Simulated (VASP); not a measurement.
Level of theory: AM05 GGA, VASP's PBE PAW potentials (set 64) (plane waves; VASP).

Input for VASP

INCAR:
```
ISIF  =  2   ! forces and stress, cell fixed
ALGO  =  Normal   ! blocked Davidson
LMAXMIX  =  6   ! l cut-off of mixed one-centre charges
EDIFF  =  1E-7   ! SCF stop (eV)
PREC  =  Accurate
NELM  =  100   ! most electronic steps
ENCUT  =  520   ! plane-wave cut-off (eV)
SIGMA  =  0.1   ! width (eV)
GGA  =  AM   ! AM05
ISMEAR  =  1   ! Methfessel-Paxton
LWAVE  =  F
LCHARG  =  F
LASPH  =  T   ! aspherical one-centre terms
LREAL  =  F   ! projection in real space or not
SYSTEM  =  Pt
```

### KPOINTS
```
Automatic mesh
0
Gamma
16 16 16
0 0 0
```

File POSCAR:
```
Pt
1.0
  0.0000000000   1.9528732923   1.9528732923
  1.9528732923   0.0000000000   1.9528732923
  1.9528732923   1.9528732923   0.0000000000
Pt
1
Cartesian
  0.0000000000   0.0000000000   0.0000000000
```

POTCAR, in this order: Pt (PBE.64 set). Program: vasp_std.

Unless said otherwise, spin-orbit coupling is left out, though it shifts the bands of the heavy elements here.

Task: Estimate the energy per atom (σ→0), band gap (on the k-mesh).

Result: 
The energy per atom (σ→0) is -6.659 eV/atom and the band gap (on the k-mesh) comes out as none (metal, semimetal or under 0.01 eV).

**OSZICAR**
```
...
DAV:   6    -0.671032352785E+01    0.37837E+00   -0.96194E-01  2680   0.898E+00    0.711E+00
DAV:   7    -0.666353947132E+01    0.46784E-01   -0.18249E-01  2775   0.377E+00    0.258E+00
DAV:   8    -0.665930456478E+01    0.42349E-02   -0.67221E-03  2787   0.847E-01    0.562E-01
DAV:   9    -0.665911835603E+01    0.18621E-03   -0.14466E-04  2785   0.130E-01    0.228E-02
DAV:  10    -0.665912276611E+01   -0.44101E-05   -0.26495E-06  2995   0.126E-02    0.162E-03
DAV:  11    -0.665912293087E+01   -0.16477E-06   -0.75912E-08  2514   0.283E-03    0.130E-03
DAV:  12    -0.665912294162E+01   -0.10750E-07   -0.33601E-09  1362   0.620E-04
   1 F= -.66591229E+01 E0= -.66588717E+01  d E =-.753751E-03
```

The compound is Pt in the fcc structure. It was relaxed first.
